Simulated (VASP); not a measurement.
All values below come from PBEsol GGA, VASP's PBE PAW potentials (set 64) (plane waves; VASP 6.6.1). For the alloy's cell: Numerical set-up: 400 eV cut-off, 4×7×4 Γ-centred mesh, tetrahedra with Blöchl corrections, potentials Zn Cd S.

```json
[
 {"end member": "CdS (wurtzite)", "E (eV/atom)": "-3.4073", "V (Å³/atom)": "24.71", "gap (eV)": "1.10"},
 {"end member": "ZnS (wurtzite)", "E (eV/atom)": "-3.7909", "V (Å³/atom)": "19.22", "gap (eV)": "2.17"}
]
```

An ordered cell with a fraction 0.25 of the second end member relaxes to

```cif
data_Cd3S4Zn
_chemical_formula_sum 'Zn1 Cd3 S4'
_space_group_name_H-M_alt 'P 1'
_space_group_IT_number 1
_cell_length_a 8.07826
_cell_length_b 4.02049
_cell_length_c 6.59023
_cell_angle_alpha 90.000
_cell_angle_beta 90.093
_cell_angle_gamma 119.848
loop_
_space_group_symop_operation_xyz
  'x, y, z'
loop_
_atom_site_label
_atom_site_type_symbol
_atom_site_fract_x
_atom_site_fract_y
_atom_site_fract_z
_atom_site_occupancy
Zn1 Zn 0.33261 0.33261 0.50018 1
Cd1 Cd 0.17319 0.67319 0.00514 1
Cd2 Cd 0.83631 0.33631 0.49757 1
Cd3 Cd 0.65956 0.65956 0.00154 1
S1 S 0.33091 0.33091 0.85254 1
S2 S 0.18458 0.68458 0.38836 1
S3 S 0.83620 0.33620 0.87982 1
S4 S 0.64664 0.64664 0.38286 1
```

**Question.** Estimate the mixing energy, the deviation from a linear volume and the gap.

**Answer.** Its energy is -3.4888 eV/atom, so the mixing energy is 14 meV/atom. The volume of 23.21 Å³/atom lies -0.5 % from the linear mean. The gap is 1.21 eV against a linear mean of 1.37 eV, a bowing parameter of 0.8 eV for this ordering.
